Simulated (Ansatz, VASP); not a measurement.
# HfN: VASP beside Ansatz

Wanted: the spread between two codes on one cell, functional and k mesh. The two relaxations start from unlike cells of this crystal (the structure described is Ansatz's start), so only their ends are compared.

Method: plane waves, with VASP 6.6.1 beside it; relaxation of cell and atoms at PBE, spin-orbit coupling, in Ansatz 0.2.0.

### 1. The starting structure

The structure is cubic, space group Fm-3m (No. 225). Conventional cell: a = 4.501 Å, b = 4.501 Å, c = 4.501 Å, α = 90.00°, β = 90.00°, γ = 90.00°. Nearest to Hf lie 6 N at 2.25 Å. Nearest to N lie 6 Hf at 2.25 Å. Farther neighbours and most contacts between anions are not listed.

### 2. Ansatz: relaxation of cell and atoms, PBE, spin-orbit coupling

Ansatz runs on its fully relativistic PAW (standard-fr) files.

The relaxed volume is the usual yardstick between codes: in a stiff, nearly cubic crystal its relative difference is about their pressure difference at one cell divided by the bulk modulus.

File input.yaml:

```yaml
crystal:
  lattice:
    - [0.0, 2.2506296315, 2.2506296315]
    - [2.2506296315, 0.0, 2.2506296315]
    - [2.2506296315, 2.2506296315, 0.0]
  atoms:
    - { symbol: Hf, position: [0.0, 0.0, 0.0] }
    - { symbol: "N", position: [0.5, 0.5, 0.5] }
kpoints:
  mp_grid: { grid: [20, 20, 20] }
hamiltonian:
  xc: pbe
  pseudopotentials: { kind: paw_fr }
scf:
  occupations: { method: methfessel_paxton, width: 0.2 }
output:
  forces: true
  stress: true
  eigenvalues: true
basis:
  ecutwfc: 600.0
magnetization:
  noncollinear: true
  spin_orbit: true
relax:
  adjacent_minimum: "off"
  f_tol: 0.001
  max_steps: 60
  cell: { stress_tol: 0.01 }
```

Run with:

```sh
$ ansatz run input.yaml --threads 4 --pin off --max-ram 8192MiB --backend cpu --events-out ev --progress --plain --runs-dir out
```

Numbers of over 12 decimals in the logs are rounded to 6 here.

Output:

```text
Engine: ansatz 0.2.0, x86_64-unknown-linux-gnu
Pseudopotentials: kind: paw_fr
Pseudopotential: Hf, paw_fr, valence charge 26, recommended cutoff 420 eV (normal), Hf.paw.azcp#standard-fr
Pseudopotential: N, paw_fr, valence charge 5, recommended cutoff 420 eV (normal), N.paw.azcp#standard-fr
Functional definition: PBE
  parameter kappa = 0.804
  parameter beta = 0.066725
  exchange = pbe_x(kappa = kappa, mu = beta*pi^2/3)
  correlation = pbe_c(beta = beta)
non-collinear run that drives no moment, with spin-orbit: no starting moment large enough to seed its density (crystal.atoms[].spin), no starting occupations that ask for one, no magnetisation constraint and no magnetic field, so the semilocal B_xc is pinned to zero
Crystal: 2 atoms, lattice volume = 22.800 Å³
Basis set: ecut = 600 eV, 749 PW (Γ), exchange–correlation on 54×54×54 points (8 copies of the dense FFT grid, shifted against one another)
Bands: 40, of which v1, the nominal top of the filled ones, is band 31 counted from 1 (30 counted from 0)
Symmetry: 48 space group operations + 48 with time reversal
Magnetic group: BNS 225.117 (UNI 1619), of the structure as read, at distance tolerance 2.8e-5 Å
k-points: 256 of 8000
Projection manifold: j_resolved (fully-relativistic pseudo-atomic orbitals)
Non-local potential: Hf, projectors of the file, l = 0: 3, l = 1: 4, l = 2: 4, l = 3: 6
Non-local potential: N, projectors of the file, l = 0: 2, l = 1: 4, l = 2: 2
PAW form: soft (Blöchl's): semilocal exchange-correlation on the pseudo side does not see the compensation charge
PAW one-centre angular grid: Hf, 590 points (default); XC on 64 Gauss nodes
PAW one-centre angular grid: N, 110 points (default); XC on 64 Gauss nodes
Initial density: superposition of atomic densities (chi_scale 0.1, normalization cell, long waves kept (reshape's long-wave potential 0.00 eV rms))
Initial wavefunctions: pseudopotential atomic-orbital guess
Functional: x = pbe(κ = 0.804, μ = 0.219515), c = pbe(β = 0.066725)
SCF iter   1: F=—  HF=-16127.331502 eV  |F-HF|=—  |Δ(HF+E_count)|=         —  Δρ=4.98e-2  dr2=3.38e-1  dr2_m=0.00e0 (ungated)  ethr=3.10e-3  |M|=0.00e0 ∫|m|=0.00e0 μB  |m|>n=0.0e0 m-floor=0.0e0 τ_xc=0.0e0  β_m=0.30  ⟨swp⟩=5.1  Hψ=19954  notcnv=0
preconditioner: auto → Kerker (q_TF=auto, 2.872 Å⁻¹)  [metal: Δε(μ)=0.009 eV  Ē_g=19.135 eV  σ=0.200 eV  W_gap=0.04  n_scr=14 (ndim 8)  ℏωp=41.9 eV  f_vac=0.000  D(μ)=0.67/eV (n_scr^D=0)]
spin=Noncollinear: Kerker preconditioning applied to the charge; magnetization (m_x, m_y, m_z) channels mix plain (no charge-response kernel on spin).
SCF iter   2: F=—  HF=-16127.307377 eV  |F-HF|=—  |Δ(HF+E_count)|=   2.41e-2  S|Δr|=    0.00e0  Δρ=3.68e-2  dr2=1.59e-1  dr2_m=0.00e0 (ungated)  ethr=1.09e-3  |M|=0.00e0 ∫|m|=0.00e0 μB  |m|>n=0.0e0 m-floor=0.0e0 τ_xc=0.0e0  β_m=0.61  ⟨swp⟩=1.0  Hψ=6144  notcnv=0
SCF iter   3: F=—  HF=-16127.297622 eV  |F-HF|=—  |Δ(HF+E_count)|=   9.76e-3  S|Δr|=    0.00e0  Δρ=8.76e-3  dr2=1.04e-2  dr2_m=0.00e0 (ungated)  ethr=5.13e-4  |M|=0.00e0 ∫|m|=0.00e0 μB  |m|>n=0.0e0 m-floor=0.0e0 τ_xc=0.0e0  β_m=0.73  ⟨swp⟩=2.0  Hψ=6342  notcnv=0
SCF iter   4: F=—  HF=-16127.297795 eV  |F-HF|=—  |Δ(HF+E_count)|=   1.73e-4  S|Δr|=    0.00e0  Δρ=2.39e-3  dr2=7.69e-4  dr2_m=0.00e0 (ungated)  ethr=3.34e-5  |M|=0.00e0 ∫|m|=0.00e0 μB  |m|>n=0.0e0 m-floor=0.0e0 τ_xc=0.0e0  β_m=0.67  ⟨swp⟩=2.2  Hψ=7925  notcnv=0  defer=10
SCF iter   5: F=—  HF=-16127.297389 eV  |F-HF|=—  |Δ(HF+E_count)|=   4.05e-4  S|Δr|=    0.00e0  Δρ=1.26e-3  dr2=1.72e-4  dr2_m=0.00e0 (ungated)  ethr=2.48e-6  |M|=0.00e0 ∫|m|=0.00e0 μB  |m|>n=0.0e0 m-floor=0.0e0 τ_xc=0.0e0  β_m=0.71  ⟨swp⟩=2.0  Hψ=9060  notcnv=0  defer=180
SCF iter   6: F=—  HF=-16127.297377 eV  |F-HF|=—  |Δ(HF+E_count)|=   1.28e-5  S|Δr|=    0.00e0  Δρ=3.82e-4  dr2=2.01e-5  dr2_m=0.00e0 (ungated)  ethr=5.55e-7  |M|=0.00e0 ∫|m|=0.00e0 μB  |m|>n=0.0e0 m-floor=0.0e0 τ_xc=0.0e0  β_m=0.86  ⟨swp⟩=2.0  Hψ=6903  notcnv=0  defer=188
SCF iter   7: F=—  HF=-16127.297382 eV  |F-HF|=—  |Δ(HF+E_count)|=   5.55e-6  S|Δr|=    0.00e0  Δρ=8.79e-5  dr2=1.27e-6  dr2_m=0.00e0 (ungated)  ethr=6.48e-8  |M|=0.00e0 ∫|m|=0.00e0 μB  |m|>n=0.0e0 m-floor=0.0e0 τ_xc=0.0e0  β_m=0.93  ⟨swp⟩=2.1  Hψ=8117  notcnv=0  defer=248
SCF iter   8: F=-16127.297382 eV  HF=-16127.297382 eV  |F-HF|=3.78e-9  |Δ(HF+E_count)|=   2.54e-7  S|Δr|=    0.00e0  Δρ=1.09e-5  dr2=1.38e-8  dr2_m=0.00e0 (ungated)  ethr=3.23e-10  |M|=0.00e0 ∫|m|=0.00e0 μB  |m|>n=0.0e0 m-floor=0.0e0 τ_xc=0.0e0  ⟨swp⟩=6.2  Hψ=22064  notcnv=0
SCF 1 converged in 8 iterations: F = -16127.297382 eV  dr2 = 1.38e-8
  greatest PAW one-centre occupation: 0.998 electrons in one spin orbital (limit 2), on the Hf atom at site 0 (counted from 0), in its partial waves of l = 0
[...]
SCF 3 converged in 6 iterations: F = -16127.314181 eV  dr2 = 2.75e-8
relax step   3: F+E_penalty+E_count = -16127.31418066 eV  Δ(F+E_penalty+E_count) = -3.470e-3 eV  max|allowed force component| = 3.285e-29 eV/Å  Δτ_max = 0.0000 Å  P = -0.168 GPa  Ω = 23.493 Å³  energy of the carried Pulay correction = -9.404e-5 eV  (6 SCF iters, dr2 threshold 2.00e-7 eV, accepted)
[...]
relax step   4: F+E_penalty+E_count = -16127.31419050 eV  Δ(F+E_penalty+E_count) = -9.833e-6 eV  max|allowed force component| = 7.034e-29 eV/Å  Δτ_max = 0.0000 Å  P = +0.000 GPa  Ω = 23.478 Å³  energy of the carried Pulay correction = -9.206e-5 eV  (3 SCF iters, dr2 threshold 7.06e-8 eV, accepted)
[...]
relax step   5: F+E_penalty+E_count = -16127.31428289 eV  Δ(F+E_penalty+E_count) = -9.240e-5 eV  max|allowed force component| = 6.495e-29 eV/Å  Δτ_max = 0.0000 Å  P = -0.000 GPa  Ω = 23.478 Å³  stress off target by 2.81e-4 GPa  SCF on the basis re-selected at this cell (its energy is not comparable with the rows above)  (7 SCF iters)
basis re-selected at this cell: Δ(F+E_penalty+E_count) = -9.240e-5 eV, ΔP = -0.001 GPa vs the last step (what re-selecting the basis moved, of the pressure what is left beyond the Pulay correction that the steps carried, after the strain that the cell walked since its last selection, with what the two solves' SCF thresholds leave and, on support functions, any second-order correction that the steps lacked; it is no m [...]
SCF converged after 7 iterations
Stability not checked: this state was not tested for a lower state beside it, because cold or Methfessel-Paxton smearing, or corrected tetrahedra, fill the levels in a way that the test cannot read (fill_not_monotonic; see scf.lower_state_search)
Magnetization: |M| = 0.0000 μB,  M = (+0.0000, +0.0000, +0.0000) μB
Absolute magnetization: 0.0000 μB (∫|m|)
  site 0: m = (+0.0000, +0.0000, +0.0000) μB, |m| = 0.0000 μB  (R = 0.94 Å)
  site 1: m = (+0.0000, +0.0000, +0.0000) μB, |m| = 0.0000 μB  (R = 0.94 Å)
Free energy (F): -16127.314283 eV
Harris-Foulkes:  -16127.314283 eV  (|F-HF|=3.64e-12)
Internal energy: -16127.313604 eV  (E = F + TS)
E sigma→0 (E₀):  -16127.314113 eV
Entropy (-TS):   -0.000679 eV (-0.340 meV/atom)
Fermi energy:    23.487791 eV
--- Per-component energies (eV) ---
  E_band       = 167.685854
  E_kinetic    = 555.983692
  E_local      = -4770.374582  (includes V_loc(G=0)·N_el)
  E_nonlocal   = -1199.648548
  E_hartree    = 2260.618403
  E_xc         = -361.033641
  E_vxc        = -344.400444  (∫ρ·V_xc dr)
  E_paw        = -7073.159599  (= ΣΔE_a)
  E_vpaw       = 1404.888915  (= ΣTr[D̂ρ^β])
  E_aug_tail   = 0.000012  (compensation charges beyond the density's cutoff)
  E_ewald      = -5539.699340
  E_smearing   = -0.000679  (= −TS)
  E_closure    = 0.000000  (closes the sum)
  Σ components = -16127.314283   (vs F -16127.314283, Δ=0.00e0)
--- Forces (eV/Å), atoms counted from 1 ---
  atom   1  Hf     0.00000000    -0.00000000     0.00000000
  atom   2  N      0.00000000     0.00000000     0.00000000
  max |Σ_I F_I| component: 1.31e-28 eV/Å
--- Stress (GPa, compression-positive) ---
       -0.000281      -0.000000      -0.000000
       -0.000000      -0.000281      -0.000000
       -0.000000      -0.000000      -0.000281
  P = ⅓ Tr σ = -0.0003 GPa (-0.003 kbar)
--- Band table (eV; the first three rows and the last of 256) ---
  k-point 0: bands = [... 27 lower, 20.5765, 20.5765, 20.5765, 22.9975, 22.9975, 22.9975, 22.9975, 23.2981, ... 5 higher]
  k-point 1: bands = [... 27 lower, 20.3627, 20.4119, 20.4119, 23.0775, 23.0775, 23.0961, 23.0961, 23.3794, ... 5 higher]
  k-point 2: bands = [... 27 lower, 19.9588, 20.0062, 20.0062, 23.2483, 23.2483, 23.3516, 23.3516, 23.5824, ... 5 higher]
  k-point 255: bands = [... 27 lower, 17.6883, 18.2618, 18.2618, 24.4978, 24.4978, 24.6267, 24.6267, 28.5459, ... 5 higher]
--- Relaxed structure (4 steps of the walk, 4 accepted, 1 SCFs on fresh bases) ---
  F+E_penalty+E_count = -16127.31428289 eV   max|allowed force component| = 6.495e-29 eV/Å   (the final SCF, on the basis selected at the relaxed cell)
  cell:  # Å, volume = 23.4775 Å³
    - [0, 2.272693, 2.272693]
    - [2.272693, 0, 2.272693]
    - [2.272693, 2.272693, 0]
  atoms:
    - { symbol: Hf, position: [0, 0, 0] }
    - { symbol: N, position: [0.5, 0.5, 0.5] }
```

Reading the cycles: dr2 is the Hartree energy of the density residual (eV), the measure of convergence; HF is the Harris–Foulkes estimate of the energy, which meets the free energy F at convergence.

### 3. VASP: relaxation of cell and atoms, PBE, spin-orbit coupling

Its own start cell and the same functional, mesh and smearing now go to VASP, with its own data sets.

Lines of VASP's logs that name or quote its potential files are left out, and so is its time.

File INCAR:

```
SYSTEM = HfN
PREC = Accurate
ENCUT = 600
EDIFF = 1E-07
NELM = 200
ISMEAR = 1
SIGMA = 0.2
LREAL = .FALSE.
ALGO = Normal
GGA = PE
LNONCOLLINEAR = .TRUE.
MAGMOM = 0 0 0 0 0 0
NBANDS = 26
GGA_COMPAT = .FALSE.
LASPH = .TRUE.
LSORBIT = .TRUE.
LMAXMIX = 4
LORBIT = 11
LWAVE = .FALSE.
LCHARG = .FALSE.
ISIF = 3
IBRION = 2
NSW = 80
EDIFFG = -0.005
NELMIN = 4
KPAR = 2
```

File POSCAR:

```
HfN
1.0
    0.0000000000      2.2676624506      2.2676624506
    2.2676624506      0.0000000000      2.2676624506
    2.2676624506      2.2676624506      0.0000000000
Hf N
1 1
Direct
    0.0000000000      0.0000000000      0.0000000000
    0.5000000000      0.5000000000      0.5000000000
```

File KPOINTS:

```
Automatic mesh
0
Gamma
20 20 20
0 0 0
```

PAW data sets: Hf_pv and N (PBE family, release 64).

Run with:

```sh
$ mpirun -np 2 vasp_ncl
```

Output:

```text
[banner, memory and clock lines left out]
running    2 mpi-ranks, on    1 nodes
 distrk:  each k-point on    1 cores,    2 groups
 distr:  one band on    1 cores,    1 groups

 POSCAR found type information on POSCAR HfN
 POSCAR found :  2 types and       2 ions
 LDA part: xc-table for (Slater+PW92), standard interpolation
 POSCAR, INCAR and KPOINTS ok, starting setup
 FFT: planning ... GRIDC
 FFT: planning ... GRID_SOFT
 FFT: planning ... GRID
 WAVECAR not read
 entering main loop
       N       E                     dE             d eps       ncg     rms          rms(c)
DAV:   1     0.646486406840E+02    0.64649E+02   -0.86849E+03 13312   0.128E+03
DAV:   2    -0.214512657882E+02   -0.86100E+02   -0.80930E+02 16810   0.328E+02
DAV:   3    -0.254027213660E+02   -0.39515E+01   -0.39025E+01 16976   0.575E+01
DAV:   4    -0.254333610357E+02   -0.30640E-01   -0.30572E-01 15064   0.529E+00
DAV:   5    -0.254336187816E+02   -0.25775E-03   -0.25756E-03 16188   0.454E-01    0.538E+01
DAV:   6    -0.225002254997E+02    0.29334E+01   -0.93975E+00 16204   0.250E+01    0.427E+01
DAV:   7    -0.224357478572E+02    0.64478E-01   -0.63895E-01 14460   0.726E+00    0.278E+01
DAV:   8    -0.224211901108E+02    0.14558E-01   -0.14527E-01 14978   0.338E+00    0.943E+00
DAV:   9    -0.224119012116E+02    0.92889E-02   -0.16254E-02 15510   0.103E+00    0.214E+00
DAV:  10    -0.224102862097E+02    0.16150E-02   -0.72930E-03 15064   0.705E-01    0.127E+00
DAV:  11    -0.224101783558E+02    0.10785E-03   -0.53880E-04 15656   0.225E-01    0.714E-02
DAV:  12    -0.224101807254E+02   -0.23695E-05   -0.33836E-05 14622   0.538E-02    0.349E-02
DAV:  13    -0.224101787044E+02    0.20210E-05   -0.62714E-06 14950   0.228E-02    0.417E-02
DAV:  14    -0.224101785317E+02    0.17268E-06   -0.11444E-06 15438   0.109E-02    0.440E-03
DAV:  15    -0.224101785533E+02   -0.21584E-07   -0.84813E-08 11040   0.235E-03
   1 F= -.22410179E+02 E0= -.22409936E+02  d E =-.224102E+02  mag=     0.0000    -0.0000     0.0000
 curvature:   0.00 expect dE= 0.000E+00 dE for cont linesearch  0.000E+00
 trial: gam= 0.00000 g(F)=  0.288E-60 g(S)=  0.779E-05 ort = 0.000E+00 (trialstep = 0.100E+01)
 search vector abs. value=  0.779E-05
 bond charge predicted
       N       E                     dE             d eps       ncg     rms          rms(c)
DAV:   1    -0.224102024623E+02   -0.23931E-04   -0.75120E-04 13356   0.247E-01    0.115E-01
DAV:   2    -0.224101830701E+02    0.19392E-04   -0.53677E-05 13860   0.640E-02    0.367E-02
DAV:   3    -0.224101769526E+02    0.61175E-05   -0.88489E-06 13816   0.274E-02    0.283E-02
DAV:   4    -0.224101763992E+02    0.55339E-06   -0.19794E-06 15426   0.122E-02    0.177E-02
DAV:   5    -0.224101764682E+02   -0.69026E-07   -0.10984E-07 13788   0.304E-03
   2 F= -.22410176E+02 E0= -.22409934E+02  d E =0.208506E-05  mag=     0.0000    -0.0000     0.0000
 trial-energy change:    0.000002  1 .order    0.000003   -0.000008    0.000014
 step:   0.4246(harm=  0.3592)  dis= 0.00000  next Energy=   -22.410180 (dE=-0.173E-05)
 bond charge predicted
       N       E                     dE             d eps       ncg     rms          rms(c)
DAV:   1    -0.224101908198E+02   -0.14421E-04   -0.25118E-04 13336   0.143E-01    0.697E-02
DAV:   2    -0.224101835467E+02    0.72731E-05   -0.18052E-05 13836   0.371E-02    0.229E-02
DAV:   3    -0.224101811992E+02    0.23475E-05   -0.30607E-06 13724   0.161E-02    0.179E-02
DAV:   4    -0.224101808085E+02    0.39071E-06   -0.67582E-07 15328   0.710E-03    0.110E-02
DAV:   5    -0.224101806974E+02    0.11115E-06   -0.36238E-08  7280   0.179E-03    0.819E-03
DAV:   6    -0.224101804568E+02    0.24053E-06   -0.26373E-08 10404   0.126E-03    0.251E-03
DAV:   7    -0.224101805064E+02   -0.49616E-07   -0.46954E-09  6720   0.584E-04
   3 F= -.22410181E+02 E0= -.22409938E+02  d E =-.195314E-05  mag=    -0.0000    -0.0000    -0.0000
 curvature:  -0.18 expect dE=-0.493E-07 dE for cont linesearch -0.493E-07
 trial: gam= 0.00000 g(F)=  0.863E-60 g(S)=  0.277E-06 ort =-0.147E-05 (trialstep = 0.885E+00)
 search vector abs. value=  0.277E-06
 reached required accuracy - stopping structural energy minimisation
```

(Part 1 of 2 ends here.)

[Lines on the potential files, build, host, timing and source positions are cut from VASP's logs without a mark.]

[Logs are printed without paths, hosts, clocks, repeated set-up lines and the standing remarks that a program may print on its own settings, such as how far it seeks lower states.]

[Hosts, paths, dates, database ids (printed as entryN), source tags and the programs' standing remarks are cut or masked in the printed files.]
